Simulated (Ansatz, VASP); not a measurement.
# Al2O3: VASP beside Ansatz, part 2 of 2

One calculation is typed for both programs; each brings its own data sets. How far apart do they land? Of the first pair: The structure shown is frame 60 of Ansatz's trajectory.

VASP 6.6.1 and Ansatz 0.2.0.

So far. Step 3 (VASP: single point, LDA, pair 1): The run ends at a pressure of -5.77 GPa, with forces up to 8.0 eV/Å.

**6. VASP: single point, LDA, pair 2**

Level of this step: LDA; plane waves and PAW (Al, O) (VASP).

The same cell, functional (in two slightly different forms), mesh and smearing now go to VASP, with its own data sets.

The input, INCAR:

```
SYSTEM = Al2O3
PREC = Accurate
ENCUT = 520
EDIFF = 1E-06
NELM = 120
ISMEAR = -1
SIGMA = 0.025
LREAL = Auto
ALGO = Normal
GGA = PW92
NBANDS = 416
LORBIT = 11
LWAVE = .FALSE.
LCHARG = .FALSE.
ISIF = 2
LASPH = .TRUE.
GGA_COMPAT = .FALSE.
EFERMI = MIDGAP
NCORE = 4
```

The input, POSCAR:

```
Al2O3
1.0
   11.4492000000      0.0000000000      0.0000000000
    0.0000000000     11.4492000000      0.0000000000
    0.0000000000      0.0000000000     11.4492000000
Al O
52 78
Direct
    0.6555654544      0.7923435699      0.0599692555
    0.1699594732      0.2184082731      0.5666858820
    0.9552981868      0.1074398211      0.7903434301
    0.6657495720      0.7383223282      0.4340652622
    0.0614366069      0.8259354365      0.7276490934
    0.4333839919      0.6527355623      0.1420273906
    0.6406037103      0.9247982392      0.2697131677
    0.7579918248      0.2592757573      0.4842696433
    0.2333700171      0.4126139818      0.0998497712
    0.6888865598      0.6228644796      0.2175086469
    0.2384620760      0.3679733082      0.4042378507
    0.9304754917      0.5136865458      0.0748261887
    0.5686161479      0.9226496174      0.7869021416
    0.4572721238      0.2519040632      0.4811777242
    0.1632777836      0.2104775880      0.2455280718
    0.9950040177      0.4392359291      0.5320284387
    0.7308982287      0.1569017923      0.7249589491
    0.7528036893      0.9912482968      0.5498200748
    0.2192292911      0.6042954966      0.2859501101
    0.6689288335      0.2161024351      0.2762725780
    0.3901320616      0.5736820040      0.4839726793
    0.2056126192      0.0281679069      0.7476592251
    0.4126751214      0.4091814275      0.9132777836
    0.4717447507      0.6131520106      0.8444520141
    0.0195821542      0.5791671034      0.7173601649
    0.2974530972      0.7425234951      0.6899346679
    0.8075149355      0.8977308458      0.8300317926
    0.6383939489      0.4710460119      0.4710634804
    0.4916588059      0.3814851693      0.1778552213
    0.7014551235      0.3155678999      0.9897896796
[... 94 atom lines left out ...]
    0.4576651644      0.9196188380      0.9164221081
    0.3292457115      0.7327062153      0.2520787479
    0.2430912203      0.3958267827      0.9180554100
    0.0053890228      0.4175051532      0.7273608636
    0.6297907277      0.3203979317      0.4233658247
    0.7016647451      0.3150263774      0.7005642316
```

The input, KPOINTS:

```
Automatic mesh
0
Gamma
1 1 1
0 0 0
```

The projector-augmented-wave data sets are Al and O (LDA family, release 64).

Started as:

```console
> mpirun -np 16 vasp_gam
```

Numbers of over 12 decimals in the logs are rounded to 6 here.

The log of the run:

```text
[banner, memory and clock lines left out]
running   16 mpi-ranks, on    1 nodes
[...]
[... a notice as in an earlier step ...]

 LDA part: xc-table for (Slater(with rela. corr.)+PW92), standard interpolation
 POSCAR, INCAR and KPOINTS ok, starting setup
[...]
entering main loop
       N       E                     dE             d eps       ncg     rms          rms(c)
DAV:   1     0.510055030954E+04    0.51006E+04   -0.36139E+05   848   0.147E+03
DAV:   2    -0.681916189914E+03   -0.57825E+04   -0.55043E+04  1016   0.350E+02
DAV:   3    -0.115472164590E+04   -0.47281E+03   -0.46865E+03   976   0.104E+02
DAV:   4    -0.116351053705E+04   -0.87889E+01   -0.87448E+01   992   0.155E+01
[...]
DAV:  17    -0.101139125310E+04    0.22247E-05   -0.50201E-05  1008   0.171E-02    0.106E-02
DAV:  18    -0.101139125257E+04    0.53116E-06   -0.16976E-05   976   0.851E-03    0.719E-03
DAV:  19    -0.101139125236E+04    0.21100E-06   -0.32959E-06   832   0.455E-03
   1 F= -.10113913E+04 E0= -.10113913E+04  d E =-.482813E-14
```

Parts of OUTCAR (step 6):

```text
  FREE ENERGIE OF THE ION-ELECTRON SYSTEM (eV)
  ---------------------------------------------------
  free  energy   TOTEN  =     -1011.3912523586 eV

  energy  without entropy=    -1011.3912523586  energy(sigma->0) =    -1011.39125236

[... 1 part as in an earlier step ...]

[... 1 further part left out ...]
[key lines of the parts left out:]
E-fermi :   4.9431
```

The run ends at a pressure of -6.08 GPa, with forces up to 10 eV/Å.

**7. Comparison**

Forces on 7 of the 130 atoms, those with the largest forces and the largest differences (eV/Å; atoms numbered as in POSCAR):

| atom | Ansatz x, y, z | VASP x, y, z |
| --- | --- | --- |
| Al14 | 1.081, 5.549, 1.491 | 1.152, 5.751, 1.490 |
| Al20 | -2.873, 5.466, -3.307 | -2.982, 5.687, -3.408 |
| Al21 | 5.686, -5.310, -6.209 | 5.853, -5.451, -6.403 |
| Al31 | 4.588, 4.207, -0.321 | 4.752, 4.302, -0.263 |
| Al37 | 4.661, -1.533, -3.114 | 4.758, -1.510, -3.186 |
| O92 | -3.392, 5.471, 6.496 | -3.513, 5.638, 6.699 |
| O97 | 4.090, -3.667, 3.423 | 4.206, -3.822, 3.580 |

The forces differ by 62 meV/Å r.m.s., which is 3.5 % of the r.m.s. force of 1.796 eV/Å (both taken over all components).

**8. Ansatz: dynamics, LDA**

One frame of this run of dynamics is then solved in both programs, so the motion causes no difference.

The structure compared here is frame 180 of Ansatz's trajectory.

The input, input.yaml:

```yaml
crystal:
  lattice:
    - [11.4492, 0.0, 0.0]
    - [0.0, 11.4492, 0.0]
    - [0.0, 0.0, 11.4492]
  atoms:
    - { symbol: Al, position: [0.6795, 0.82715, 0.99308] }
    - { symbol: Al, position: [0.16152, 0.25099, 0.56662] }
    - { symbol: Al, position: [0.96478, 0.15438, 0.78968] }
    - { symbol: Al, position: [0.66041, 0.74807, 0.43264] }
    - { symbol: Al, position: [0.03246, 0.82185, 0.78269] }
    - { symbol: Al, position: [0.43681, 0.61111, 0.11984] }
    - { symbol: Al, position: [0.70287, 0.9554, 0.25538] }
    - { symbol: Al, position: [0.8119, 0.28074, 0.52835] }
    - { symbol: Al, position: [0.25517, 0.3891, 0.08923] }
    - { symbol: Al, position: [0.66289, 0.60918, 0.20992] }
    - { symbol: Al, position: [0.23003, 0.42395, 0.38703] }
    - { symbol: Al, position: [0.90997, 0.48235, 0.06155] }
    - { symbol: Al, position: [0.54337, 0.94371, 0.78926] }
    - { symbol: Al, position: [0.4358, 0.29199, 0.46949] }
    - { symbol: Al, position: [0.19475, 0.17998, 0.25716] }
    - { symbol: Al, position: [0.01583, 0.49351, 0.49588] }
    - { symbol: Al, position: [0.71696, 0.14497, 0.71134] }
    - { symbol: Al, position: [0.7543, 0.98667, 0.53438] }
    - { symbol: Al, position: [0.23343, 0.62234, 0.2587] }
    - { symbol: Al, position: [0.64338, 0.21996, 0.33972] }
    - { symbol: Al, position: [0.37059, 0.60629, 0.50663] }
    - { symbol: Al, position: [0.1996, 0.00525, 0.75231] }
    - { symbol: Al, position: [0.40907, 0.37704, 0.90382] }
    - { symbol: Al, position: [0.45989, 0.5994, 0.82567] }
    - { symbol: Al, position: [0.98586, 0.57238, 0.75788] }
    - { symbol: Al, position: [0.23072, 0.70775, 0.74281] }
    - { symbol: Al, position: [0.82618, 0.90654, 0.78879] }
    - { symbol: Al, position: [0.6097, 0.50267, 0.45213] }
    - { symbol: Al, position: [0.51008, 0.3517, 0.17831] }
    - { symbol: Al, position: [0.6906, 0.32171, 0.96056] }
[... 94 atom lines left out ...]
    - { symbol: O, position: [0.4606, 0.89032, 0.89894] }
    - { symbol: O, position: [0.35222, 0.71322, 0.24356] }
    - { symbol: O, position: [0.24978, 0.38894, 0.91659] }
    - { symbol: O, position: [0.00258, 0.42189, 0.76295] }
    - { symbol: O, position: [0.63002, 0.33366, 0.44175] }
    - { symbol: O, position: [0.71183, 0.32483, 0.68038] }
kpoints:
  mp_grid: { grid: [1, 1, 1] }
hamiltonian:
  xc: lda
scf:
  occupations: { method: fermi_dirac, width: 0.025 }
output:
  forces: true
  stress: true
md:
  timestep: 1.0
  n_steps: 180
  ensemble: nve
  temperature: 400
  initial_velocities: maxwell_boltzmann
  seed: 4594
```

Started as:

```console
> ansatz run input.yaml --threads 4 --pin off --max-ram 8192MiB --backend cpu --events-out ev --progress --plain --runs-dir out
```

The log of the run:

```text
[...]
Crystal: 130 atoms, lattice volume = 1500.809 Å³
Basis set: ecut = 420 eV, 29423 PW (Γ)
Bands: 442, of which v1, the nominal top of the filled ones, is band 312 counted from 1 (311 counted from 0)
Symmetry: 1 space group operations
k-points: 1
[...]
atom 130  O      3.52474506    -1.22329629     0.03634197
  max |Σ_I F_I| component: 9.16e-5 eV/Å
--- Stress (GPa, compression-positive) ---
       -7.156783      -0.088357       2.734589
       -0.088358      -8.458011      -0.632243
        2.734589      -0.632243      -5.248882
  P = ⅓ Tr σ = -6.9546 GPa (-69.546 kbar)
--- MD trajectory: 180 steps, t = 0.0 → 180.0 fs ---
[...]
conserved energy: peak-to-peak 7.901e-2 eV (6.077e-4 eV/atom) over 180.0 fs
[key lines of the parts left out:]
SCF converged after 9 iterations
Free energy (F): -70130.253497 eV
Fermi energy:    6.202563 eV
```

**9. VASP: single point, LDA, pair 3**

The same cell, functional (in two slightly different forms), mesh and smearing now go to VASP, with its own data sets.

INCAR is that of step 6.

The input, POSCAR:

```
Al2O3
1.0
   11.4492000000      0.0000000000      0.0000000000
    0.0000000000     11.4492000000      0.0000000000
    0.0000000000      0.0000000000     11.4492000000
Al O
52 78
Direct
    0.7102417636      0.8186074136      0.0013276037
    0.2094993537      0.2308545575      0.5491475387
    0.9280823114      0.1434947420      0.8380236174
    0.7078573175      0.7371694092      0.4099413059
    0.0732365580      0.8190877965      0.7593456311
    0.3621650421      0.6366995074      0.1230915697
    0.6458355169      0.9371921182      0.2661583342
    0.7676693568      0.2515197568      0.4877982741
    0.1958302764      0.3923330888      0.0955874646
    0.6721517661      0.6074572896      0.2246183139
    0.2056475562      0.4060633057      0.4024385983
    0.8958879223      0.4874576390      0.0862942389
    0.5830800405      0.9410701184      0.7928326870
    0.4663557279      0.2787268979      0.4834660937
    0.1779163610      0.1955507808      0.2194825839
    0.9989431576      0.4365719876      0.5534971876
    0.7183820704      0.1572948328      0.7239807148
    0.7433794501      0.9882961255      0.5352513713
    0.1957691367      0.6224277679      0.2751283933
    0.6434685393      0.2482968242      0.2854435244
    0.3860182371      0.6191174929      0.4501537225
    0.2005118262      0.0625720574      0.7398420850
    0.3975561611      0.3739213220      0.9234881040
    0.4618925340      0.6141651818      0.8268874681
    0.0127345142      0.5948101177      0.7398508193
    0.2749362401      0.7565244733      0.6846679244
    0.8337525766      0.8904202914      0.7993484261
    0.6144708801      0.4794570800      0.4667749712
    0.4698843587      0.3827166964      0.1808772665
    0.6886856724      0.3291758376      0.9901215805
[... 94 atom lines left out ...]
    0.4750375572      0.9015564406      0.8972067917
    0.3398752751      0.7071323761      0.2702284876
    0.2256140167      0.4029626524      0.9367030011
    0.0635939629      0.4565471823      0.7367589002
    0.6397826922      0.3196817245      0.4307986584
    0.6660028648      0.3135677602      0.7002585333
```

KPOINTS is that of step 6.

Started as:

```console
> mpirun -np 16 vasp_gam
```

The log of the run:

```text
[... set-up lines as in an earlier step ...]
 entering main loop
       N       E                     dE             d eps       ncg     rms          rms(c)
DAV:   1     0.509645243832E+04    0.50965E+04   -0.36168E+05   848   0.147E+03
DAV:   2    -0.679642144335E+03   -0.57761E+04   -0.55334E+04  1024   0.350E+02
DAV:   3    -0.115507226048E+04   -0.47543E+03   -0.47105E+03   992   0.104E+02
DAV:   4    -0.116392403027E+04   -0.88518E+01   -0.88127E+01   976   0.156E+01
[...]
DAV:  17    -0.101256637482E+04    0.25892E-05   -0.63833E-05  1016   0.188E-02    0.119E-02
DAV:  18    -0.101256637355E+04    0.12733E-05   -0.19052E-05   976   0.919E-03    0.716E-03
DAV:  19    -0.101256637312E+04    0.43265E-06   -0.33949E-06   856   0.476E-03
   1 F= -.10125664E+04 E0= -.10125664E+04  d E =-.226565E-11
```

OUTCAR, selected parts (step 9):

```text
  Total      -62.3158011    -73.6831345    -42.1930032     -0.7286878     -6.2198470     26.0437012
  in kB      -66.5247635    -78.6598745    -45.0428224     -0.7779052     -6.6399508     27.8027568
  external PRESSURE =     -63.4091535 kB  Pullay stress =       0.0000000 kB

 POSITION                                       TOTAL-FORCE (eV/Angst)
 -----------------------------------------------------------------------------------
      8.13170      9.37240      0.01520        -0.954995     -1.803499      3.999038
      2.39860      2.64310      6.28730        -0.777907     -0.100297      3.443744
     10.62580      1.64290      9.59470         0.480830      1.734249      0.879828
      8.10440      8.44000      4.69350        -1.499589      0.613255      3.401578
[...]
0.13060      8.71580      2.02220        -0.799792     -1.650803     -0.501416
      9.96570      0.15710     10.25720        -0.770303      0.114493     -1.416117
      3.85640     10.38460      5.27620         0.039757      1.153620      0.355000
      4.02810      0.89610      7.62500        -1.313538      0.562969     -0.080770
      0.18630      9.46650      6.69810        -0.349667      0.852471      1.249131
      0.20130      4.35890      1.07270         0.452016      2.556063      0.329711
      8.05730      8.64210      3.08080        -0.591055      0.019797     -4.765851
      5.31120      5.49790      5.33740         0.592081     -0.356455     -0.222441
      9.84690      9.83980      0.36880        -2.558034     -3.329890     -0.727443
[...]
-----------------------------------------------------------------------------------
    total drift:                                0.008547     -0.013721      0.027854

  FREE ENERGIE OF THE ION-ELECTRON SYSTEM (eV)
  ---------------------------------------------------
  free  energy   TOTEN  =     -1012.5663731155 eV

  energy  without entropy=    -1012.5663731155  energy(sigma->0) =    -1012.56637312

[... 1 part as in an earlier step ...]

[... 2 further parts left out ...]
[key lines of the parts left out:]
E-fermi :   5.0493
```

The run ends at a pressure of -6.34 GPa, with forces up to 6.7 eV/Å.

**10. Comparison**

Forces on 9 of the 130 atoms, those with the largest forces and the largest differences (eV/Å; atoms numbered as in POSCAR):

| atom | Ansatz x, y, z | VASP x, y, z |
| --- | --- | --- |
| Al6 | 5.490, 2.339, -0.200 | 5.592, 2.386, -0.225 |
| Al12 | 4.782, 0.466, 2.364 | 4.936, 0.473, 2.457 |
| Al43 | 2.577, 0.887, 4.003 | 2.617, 0.855, 4.143 |
| Al48 | -2.191, 3.767, -3.260 | -2.259, 3.876, -3.387 |
| Al51 | 2.012, 2.878, 3.365 | 2.002, 2.924, 3.456 |
| O67 | 1.736, -2.256, 2.309 | 1.890, -2.387, 2.391 |
| O79 | -0.588, -0.070, -4.560 | -0.591, 0.020, -4.766 |
| O84 | 1.495, -3.890, 2.647 | 1.615, -3.956, 2.661 |
| O108 | -3.182, -5.642, 0.538 | -3.299, -5.839, 0.518 |

The forces differ by 56 meV/Å r.m.s., which is 3.4 % of the r.m.s. force of 1.664 eV/Å (both taken over all components).

**11. Outcome**

```json
{
  "r.m.s. force difference (single point, LDA, pair 1)": "3.3 % of the r.m.s. force",
  "r.m.s. force difference (single point, LDA, pair 2)": "3.5 % of the r.m.s. force",
  "r.m.s. force difference (single point, LDA, pair 3)": "3.4 % of the r.m.s. force"
}
```

The r.m.s. force difference is 3.5 % of the r.m.s. force (single point, LDA, pair 2), beyond the 3 % picked in this series as the mark of a large difference. What causes the difference of the single point, LDA, pair 1 pair stays open here. What causes the difference of the single point, LDA, pair 2 pair stays open here. What causes the difference of the single point, LDA, pair 3 pair stays open here. Such differences can come from data sets, numerical settings and the points named under the comparisons, not from the functional's error against experiment.

[Lines on the potential files, build, host, timing and source positions are cut from VASP's logs without a mark.]

[Logs are printed without paths, hosts, clocks, repeated set-up lines and the standing remarks that a program may print on its own settings, such as how far it seeks lower states.]

[Hosts, paths, dates, database ids (printed as entryN), source tags and the programs' standing remarks are cut or masked in the printed files.]
